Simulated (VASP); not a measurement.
Calculation: PBE GGA, VASP's PBE PAW potentials (set 64) (plane waves; VASP).

VASP input:

INCAR:
```
SYSTEM = Ga32Sb32
PREC = Normal
ENCUT = 400
EDIFF = 1E-5
NELM = 100
ALGO = Fast
LREAL = Auto
LASPH = .TRUE.
ISMEAR = 0
SIGMA = 0.05
GGA = PE
LMAXMIX = 4
LWAVE = .TRUE.
LCHARG = .FALSE.
NELMIN = 4
IBRION = 2
ISIF = 2
NSW = 20
EDIFFG = -0.03
```

POSCAR:
```
Ga32Sb32
1.0
 12.4495035576   0.0000000000   0.0000000000
  0.0000000000  12.4495035576   0.0000000000
  0.0000000000   0.0000000000  12.4495035576
Ga Sb
32 32
Cart
  6.2247517788   0.0000000000   0.0000000000
  9.3371276682   3.1123758894   0.0000000000
  9.3371276682   0.0000000000   3.1123758894
  0.0000000000   0.0000000000   0.0000000000
  3.1123758894   3.1123758894   0.0000000000
  6.2247517788   6.2247517788   0.0000000000
  9.3371276682   9.3371276682   0.0000000000
  3.1123758894   0.0000000000   3.1123758894
  6.2247517788   3.1123758894   3.1123758894
  9.3371276682   6.2247517788   3.1123758894
  6.2247517788   0.0000000000   6.2247517788
  9.3371276682   3.1123758894   6.2247517788
  9.3371276682   0.0000000000   9.3371276682
  0.0000000000   6.2247517788   0.0000000000
  3.1123758894   9.3371276682   0.0000000000
  0.0000000000   3.1123758894   3.1123758894
  3.1123758894   6.2247517788   3.1123758894
  6.2247517788   9.3371276682   3.1123758894
  0.0000000000   0.0000000000   6.2247517788
  3.1123758894   3.1123758894   6.2247517788
  6.2247517788   6.2247517788   6.2247517788
  9.3371276682   9.3371276682   6.2247517788
  3.1123758894   0.0000000000   9.3371276682
  6.2247517788   3.1123758894   9.3371276682
  9.3371276682   6.2247517788   9.3371276682
  0.0000000000   9.3371276682   3.1123758894
  0.0000000000   6.2247517788   6.2247517788
  3.1123758894   9.3371276682   6.2247517788
  0.0000000000   3.1123758894   9.3371276682
  3.1123758894   6.2247517788   9.3371276682
  6.2247517788   9.3371276682   9.3371276682
  0.0000000000   9.3371276682   9.3371276682
  7.7809397235   1.5561879447   1.5561879447
 10.8933156129   4.6685638341   1.5561879447
 10.8933156129   1.5561879447   4.6685638341
  1.5561879447   1.5561879447   1.5561879447
  4.6685638341   4.6685638341   1.5561879447
  7.7809397235   7.7809397235   1.5561879447
 10.8933156129  10.8933156129   1.5561879447
  4.6685638341   1.5561879447   4.6685638341
  7.7809397235   4.6685638341   4.6685638341
 10.8933156129   7.7809397235   4.6685638341
  7.7809397235   1.5561879447   7.7809397235
 10.8933156129   4.6685638341   7.7809397235
 10.8933156129   1.5561879447  10.8933156129
  1.5561879447   7.7809397235   1.5561879447
  4.6685638341  10.8933156129   1.5561879447
  1.5561879447   4.6685638341   4.6685638341
  4.6685638341   7.7809397235   4.6685638341
  7.7809397235  10.8933156129   4.6685638341
  1.5561879447   1.5561879447   7.7809397235
  4.6685638341   4.6685638341   7.7809397235
  7.7809397235   7.7809397235   7.7809397235
 10.8933156129  10.8933156129   7.7809397235
  4.6685638341   1.5561879447  10.8933156129
  7.7809397235   4.6685638341  10.8933156129
 10.8933156129   7.7809397235  10.8933156129
  1.5561879447  10.8933156129   4.6685638341
  1.5561879447   7.7809397235   7.7809397235
  4.6685638341  10.8933156129   7.7809397235
  1.5561879447   4.6685638341  10.8933156129
  4.6685638341   7.7809397235  10.8933156129
  7.7809397235  10.8933156129  10.8933156129
  1.5561879447  10.8933156129  10.8933156129
```

File KPOINTS:
```
Automatic mesh
0
Gamma
1 1 1
0 0 0
```

POTCAR, in this order: Ga Sb (PBE.64 set). Program: vasp_gam.

Q: What will the output report for the number of irreducible k-points (NKPTS), largest plane-wave count, number of space-group operations, FFT grid (NGX, NGY, NGZ)?

A: 
```json
{
 "number of irreducible k-points (NKPTS)": "1",
 "largest_plane_wave_count": "17517",
 "number_of_space_group_operations": "24",
 "FFT grid (NGX, NGY, NGZ)": "64 × 64 × 64"
}
```

The cell is a supercell, built from GaSb (zinc blende).
